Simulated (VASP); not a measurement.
VASP input:

POSCAR:
```
CdF2
1.0
  0.0000000000   2.7842217691   2.7842217691
  2.7842217691   0.0000000000   2.7842217691
  2.7842217691   2.7842217691   0.0000000000
Cd F
1 2
Cart
  0.0000000000   0.0000000000   0.0000000000
  1.3921108846   1.3921108846   1.3921108846
  4.1763326537   4.1763326537   4.1763326537
```

### INCAR
```
SYSTEM = CdF2
PREC = Accurate
ENCUT = 520
EDIFF = 1E-7
NELM = 100
ALGO = Normal
LREAL = .FALSE.
LASPH = .TRUE.
ISMEAR = 0
SIGMA = 0.05
GGA = PE
IVDW = 11
LMAXMIX = 4
LWAVE = .FALSE.
LCHARG = .FALSE.
ISIF = 2
```

**KPOINTS**
```
Regular mesh
0
gamma
7 7 7
```

POTCAR, in this order: Cd F (PBE.64 set). Program: vasp_std.

**Question.** Write an equivalent input for Quantum ESPRESSO's pw.x.

**Answer.** One equivalent input (not run):
```
&CONTROL
  calculation = 'scf'
  pseudo_dir = './pseudo'
  outdir = './out'
  tprnfor = .true.
  tstress = .true.
/
&SYSTEM
  ibrav = 0
  nat = 3
  ntyp = 2
  ecutwfc = 102
  occupations = 'smearing'
  smearing = 'gaussian'
  degauss = 0.003675
  input_dft = 'pbe'
  vdw_corr = 'grimme-d3'
  dftd3_version = 3
  dftd3_threebody = .false.
/
&ELECTRONS
  conv_thr = 7.3e-09
  electron_maxstep = 100
/
ATOMIC_SPECIES
  Cd 112.414 Cd.upf
  F 18.998 F.upf
CELL_PARAMETERS angstrom
     0.0000000    2.7842218    2.7842218
     2.7842218    0.0000000    2.7842218
     2.7842218    2.7842218    0.0000000
ATOMIC_POSITIONS crystal
  Cd   0.0000000  0.0000000  0.0000000
  F    0.2500000  0.2500000  0.2500000
  F    0.7500000  0.7500000  0.7500000
K_POINTS automatic
  7 7 7 0 0 0
```
Limits of the translation: the potentials are each code's own (VASP's PAW set, PseudoDojo norm-conserving files in pw.x), so ENCUT and ecutwfc are chosen apart and not converted; conv_thr bounds pw.x's estimated SCF error, while EDIFF bounds the energy change between steps.

The compound is CdF2 in the fluorite structure. This cell is one point of a volume scan, at 1.06 of the reference volume.
